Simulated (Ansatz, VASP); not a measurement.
## Cross-check of H9C3NO2 (ionic liquid ethylammonium formate at 450 K) between VASP and Ansatz

Wanted: the spread between two codes on one cell, functional and k mesh. The cell is taken from a series of runs on this material, whose earlier steps may have relaxed, scaled, displaced or heated it; both programs get it as it stands.

Method: plane waves, with VASP 6.6.1 beside it; single point at PBE with D3(BJ), in Ansatz 0.2.0.

### 1. The structure

The cell holds 225 atoms: 45 C, 15 N, 135 H and 30 O. Cell: a = 12.991 Å, b = 12.991 Å, c = 12.991 Å, α = 90.0°, β = 90.0°, γ = 90.0°. As first built, before any earlier steps moved the atoms (in the runner's words): 15 ethylammonium, 15 formate placed at random, at 1.03 g/cm^3; overlaps pushed apart, then 10 ps at 700 K with MMFF94 bonds, angles, torsions, charges and radii (Halgren, J. Comput. Chem. 17, 490 (1996)) in harmonic and 12-6 forms; charges of ions scaled by 0.8. Snapshot after 30 ps at 450 K and fixed volume.

### 2. VASP: single point, PBE with D3(BJ)

A single point gives forces, pressure and levels at one fixed geometry, so differences don't come from the geometry; what else differs is listed under the comparison.

Lines of VASP's logs that name or quote its potential files are left out, and so is its time.

INCAR

```
SYSTEM = H9C3NO2
PREC = Accurate
ENCUT = 600
EDIFF = 1E-06
NELM = 120
ISMEAR = 0
SIGMA = 0.01
LREAL = Auto
ALGO = Normal
GGA = PE
IVDW = 12
NBANDS = 442
LORBIT = 11
LWAVE = .FALSE.
LCHARG = .FALSE.
ISIF = 2
LASPH = .TRUE.
GGA_COMPAT = .FALSE.
EFERMI = MIDGAP
```

POSCAR

```
H9C3NO2
1.0
   12.9913800000      0.0000000000      0.0000000000
    0.0000000000     12.9913800000      0.0000000000
    0.0000000000      0.0000000000     12.9913800000
C N H O
45 15 135 30
Direct
    0.8150900000      0.8553100000      0.5409700000
    0.8033900000      0.8710700000      0.4342700000
    0.4573700000      0.7337700000      0.0129300000
    0.5596500000      0.7317500000      0.9650000000
    0.4800100000      0.5006000000      0.1773600000
    0.5527200000      0.4241900000      0.2241400000
    0.4587100000      0.3265500000      0.5356700000
    0.5728100000      0.2931300000      0.5239700000
    0.7113200000      0.1334100000      0.8547800000
    0.7833400000      0.1695400000      0.9386200000
    0.3862600000      0.3827200000      0.8080400000
    0.3892300000      0.3964400000      0.9213000000
    0.9074600000      0.9242300000      0.7735100000
    0.9987600000      0.8552100000      0.7522300000
    0.8882500000      0.6027700000      0.4114200000
    0.8593900000      0.4885800000      0.4256400000
    0.1834600000      0.2315200000      0.6117800000
    0.0711800000      0.2252800000      0.6418200000
    0.1545900000      0.6082400000      0.2729700000
    0.1803100000      0.7045200000      0.2148700000
    0.5788800000      0.9901300000      0.3481600000
    0.4990500000      0.9550600000      0.2643400000
    0.3764400000      0.8722200000      0.7259400000
    0.3433200000      0.9830600000      0.7166600000
    0.4158700000      0.5808300000      0.5002500000
    0.3858200000      0.6917200000      0.5187000000
    0.1157600000      0.1334000000      0.3083400000
    0.1230700000      0.1124600000      0.1998000000
    0.0525500000      0.3952000000      0.8730500000
    0.9508700000      0.4430400000      0.8473300000
[... 189 atom lines left out ...]
    0.0699300000      0.8647400000      0.4919300000
    0.1218000000      0.0183200000      0.5506300000
    0.8042300000      0.2329200000      0.5171600000
    0.8704900000      0.1410400000      0.3821700000
    0.7020900000      0.3642200000      0.8161300000
    0.6938400000      0.3968400000      0.9906000000
```

KPOINTS

```
Automatic mesh
0
Gamma
1 1 1
0 0 0
```

Potentials, in the order of the species: C, N, H and O (PBE family, release 64).

Run with:

```console
> export OMP_NUM_THREADS=3
> mpirun -np 1 vasp_gam
```

Numbers of over 12 decimals in the logs are rounded to 6 here.

The program printed:

```text
[banner, memory and clock lines left out]
running    1 mpi-ranks, on    1 nodes
[...]
Offloading initialized ...    1 GPUs detected
[...]
LDA part: xc-table for (Slater+PW92), standard interpolation
 POSCAR, INCAR and KPOINTS ok, starting setup
[...]
entering main loop
       N       E                     dE             d eps       ncg     rms          rms(c)
DAV:   1     0.452063206375E+04    0.45206E+04   -0.32277E+05   908   0.134E+03
DAV:   2    -0.804716257114E+03   -0.53253E+04   -0.50338E+04  1110   0.307E+02
DAV:   3    -0.133706145261E+04   -0.53235E+03   -0.52733E+03  1104   0.990E+01
DAV:   4    -0.134900302232E+04   -0.11942E+02   -0.11895E+02  1104   0.165E+01
[...]
DAV:  18    -0.123367323181E+04    0.36872E-05   -0.12915E-05  1080   0.850E-03    0.674E-03
DAV:  19    -0.123367322964E+04    0.21624E-05   -0.24921E-06   904   0.490E-03    0.340E-03
DAV:  20    -0.123367322885E+04    0.79740E-06   -0.21548E-06   928   0.329E-03
   1 F= -.12445595E+04 E0= -.12445595E+04  d E =0.000000E+00
```

OUTCAR, selected parts (step 2):

```text
  FREE ENERGIE OF THE ION-ELECTRON SYSTEM (eV)
  ---------------------------------------------------
  free  energy   TOTEN  =     -1244.5595294800 eV

  energy  without entropy=    -1244.5595294800  energy(sigma->0) =    -1244.55952948
```

The run ends at a pressure of 2.83 GPa, with forces up to 4.4 eV/Å.

(Part 1 of 2 ends here.)

[Lines on the potential files, build, host, timing and source positions are cut from VASP's logs without a mark.]

[Logs are printed without paths, hosts, clocks, repeated set-up lines and the standing remarks that a program may print on its own settings, such as how far it seeks lower states.]

[Hosts, paths, dates, database ids (printed as entryN), source tags and the programs' standing remarks are cut or masked in the printed files.]

[The MMFF94 radii named for the starting cell were scaled by 0.96; in molecules described by MMFF94, hydrogen bound to N, O or S took a small fixed 12-6 site in their place.]
